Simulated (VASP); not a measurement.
An input for Ansatz (written as the equivalent of a VASP run, and not itself run):

Ansatz 0.2 input:
```yaml
crystal:
  lattice:
    - [4.0469700, 0.0000000, 0.0000000]
    - [-2.0234850, 3.5047790, 0.0000000]
    - [0.0000000, 0.0000000, 5.4784400]
  atoms:
    - { symbol: Te, position: [0.6666670, 0.3333330, 0.7508600] }
    - { symbol: Te, position: [0.3333330, 0.6666670, 0.2491400] }
    - { symbol: Pt, position: [0.0000000, 0.0000000, 0.0000000] }
kpoints:
  mp_grid: { grid: [8, 8, 5] }
hamiltonian:
  xc: pbesol
  pseudopotentials: { kind: paw }
scf:
  occupations: { method: fermi_dirac, width: 0.1 }
  max_iter: 100
output: { forces: true, stress: true, eigenvalues: true }
```

Q: Write the VASP files for the same calculation (PBEsol).

A: Several could match; the one computed here: 
### INCAR
```
SYSTEM = Te2Pt
PREC = Accurate
ENCUT = 300
EDIFF = 1E-6
NELM = 100
ALGO = Normal
LREAL = .FALSE.
LASPH = .TRUE.
ISMEAR = -1
SIGMA = 0.1
GGA = PS
LMAXMIX = 6
LWAVE = .FALSE.
LCHARG = .FALSE.
ISIF = 2
```

POSCAR:
```
Te2Pt
4.046970
  1.0000000000   0.0000000000   0.0000000000
 -0.5000000000   0.8660254462   0.0000000000
  0.0000000000   0.0000000000   1.3537140132
Te Pt
2 1
direct
  0.6666670000   0.3333330000   0.7508600000
  0.3333330000   0.6666670000   0.2491400000
  0.0000000000   0.0000000000   0.0000000000
```

### KPOINTS
```
Automatic mesh
0
Gamma
8 8 5
0 0 0
```

POTCAR, in this order: Te Pt (PBE.64 set). Program: vasp_std.

Limits of the translation: each code has its own PAW files, so the cut-off isn't converted (ENCUT is set for VASP's; basis.ecutwfc is left out, and Ansatz then takes the one that its files recommend); Ansatz stops its SCF on the density residual and VASP on the energy change (EDIFF).

The structure comes from a computed database's Te2Pt entry; how it stands against other phases isn't given here. The cell was not relaxed at this level. The run is one of a series of settings (GGA = PS against the base run), some of them coarse on purpose.
